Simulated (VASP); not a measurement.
Data:

```cif
data_Li8Se4
_chemical_formula_sum 'Li8 Se4'
_space_group_name_H-M_alt 'Fm-3m'
_space_group_IT_number 225
_space_group_name_Hall '-F 4 2 3'
_cell_length_a 6.00000
_cell_length_b 6.00000
_cell_length_c 6.00000
_cell_angle_alpha 90.000
_cell_angle_beta 90.000
_cell_angle_gamma 90.000
loop_
_atom_site_label
_atom_site_type_symbol
_atom_site_symmetry_multiplicity
_atom_site_Wyckoff_symbol
_atom_site_fract_x
_atom_site_fract_y
_atom_site_fract_z
_atom_site_occupancy
Li1 Li 8 c 0.25000 0.25000 0.25000 1
Se1 Se 4 a 0.00000 0.00000 0.00000 1
```
(The calculation used a cell of 3 atoms; values per cell refer to that cell.)

The numbers are results of PBE GGA, VASP's PBE PAW potentials (set 64) (plane waves; VASP), not measurements. Numerical set-up: 600 eV cut-off, 6×6×6 Γ-centred mesh, Gaussian smearing of 0.050 eV, potentials Li_sv Se.

Each relaxation starts from this cell; other phases were not tried.

**Question.** The cell is relaxed at 2 GPa. What happens?

**Answer.** The volume per atom goes from 18.00 to 17.09 Å³ (-5.0 %), and the cell becomes a = b = c = 5.897 Å, α = β = γ = 90.00°, space group Fm-3m. The gap on the mesh goes from 2.97 to 2.93 eV.

**Question.** The cell is relaxed at 30 GPa. What happens?

**Answer.** The volume per atom goes from 18.00 to 12.05 Å³ (-33.1 %), and the cell becomes a = 5.248 Å, b = 5.248 Å, c = 5.248 Å, α = 90.00°, β = 90.00°, γ = 90.00°, space group Fm-3m. The gap on the mesh goes from 2.97 to 2.36 eV.

Failed runs are left out, and for metals the shear rows, which the mesh's noise covers.

The compound is Li2Se in the antifluorite structure. The cell was not relaxed at this level.
